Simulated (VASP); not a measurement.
Runs of VASP 6.6.1 on P. The structure is orthorhombic, space group Cmce (No. 64). The conventional cell has a = 3.318 Å, b = 10.198 Å, c = 4.171 Å, α = 90.00°, β = 90.00°, γ = 90.00°. Around P (site symmetry m) lie 3 P at 2.22 to 2.25 Å. 

```tsv
task	level	potentials or basis	cell	k mesh	cutoff (eV)	grid for exact exchange (PRECFOCK)	exchange at q = 0	gap on the mesh (eV)	pressure (GPa)	largest force (eV/Å)
single point	PBE	VASP PAW PBE potentials, release 64 (P)	Cmce, 17.64 Å³/atom	10 × 10 × 7	450	-	-	none	3.7	0.01
single point	LDA	VASP PAW LDA potentials, release 64 (P)	Cmce, 17.64 Å³/atom	10 × 10 × 7	450	-	-	none	(a)	0.07
single point	PBE0	VASP PAW PBE potentials, release 64 (P)	Cmce, 17.64 Å³/atom	6 × 6 × 5	450	Fast	truncated	0.55	0.9	(c)
relaxation of cell and atoms	PBE+D3(BJ)	VASP PAW PBE potentials, release 64 (P)	relaxed	10 × 10 × 7	600	-	-	none	0.0	-
single point	PBEsol	VASP PAW PBE potentials, release 64 (P)	Cmce, 17.64 Å³/atom	10 × 10 × 7	300	-	-	none	0.4	(b)
single point	PBE	VASP PAW PBE potentials, release 64 (P)	Cmce, 17.64 Å³/atom	10 × 10 × 7	300	-	-	none	3.5	0.01
single point	PBE	VASP PAW PBE potentials, release 64 (P)	Cmce, 17.64 Å³/atom	10 × 10 × 7	600	-	-	none	3.7	0.01
single point	PBEsol	VASP PAW PBE potentials, release 64 (P)	Cmce, 17.64 Å³/atom	10 × 10 × 7	450	-	-	none	0.7	0.05
```

Alike in all rows: no spin polarisation; smearing gaussian 0.02 eV.

**Question.** Fill in the values left out.

**Answer.** (a) -1.1; (b) 0.06; (c) 0.48.

Caveats: the PAW data sets were made with another functional, which shifts forces and pressure a little (some runs); the cutoff is under 1.25 times the usual one of these potentials, so pressure, stress and relaxed cells hold a basis-set (Pulay) error (some runs); an odd mesh through Γ misses points on the zone boundary, where band edges often lie (some runs); pairwise dispersion overbinds metals, which lowers pressure and volume (some runs).

A gap of «none» marks a metal or a gap under the smearing width.
